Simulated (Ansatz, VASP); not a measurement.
TaSeF: VASP beside Ansatz

```
Ta Se F
1.0
     3.67583    0.00000    0.00000
     0.00000    3.67583    0.00000
     0.00000    0.00000    4.13770
Ta Se F
1 1 1
Cartesian
  0.0000 0.0000 2.0688
  1.8379 1.8379 2.0688
  0.0000 0.0000 0.0000
```

Alike in both runs: functional PBE; k mesh 6 × 6 × 4; occupations gaussian, width 0.1 eV; no spin polarisation.

Ansatz relaxed the structure, and its values are those at the end. VASP's run is a single point on that final structure, the one shown.

```csv
,VASP,Ansatz
version,VASP 6.6.1,Ansatz 0.2.0
potentials or method,"VASP PAW PBE potentials, release 64 (Ta_pv, Se, F)","scalar-relativistic, plane waves, PAW"
plane-wave cutoff (eV),520,420
valence electrons in the cell,24,36
```

```tsv
	VASP	Ansatz	Ansatz less VASP
gap on the k mesh at the Fermi level (eV)	none	none	-
pressure (GPa)	0.2	0.0	-0.16
```

A gap of «none» marks a metal or a gap that the smearing closes. The two sets of potentials don't hold the same shells in valence.

Caveats: the k mesh is coarse (spacing up to 0.38 Å⁻¹), so the values aren't converged. Spin-orbit coupling is left out, which matters for the levels of Ta.
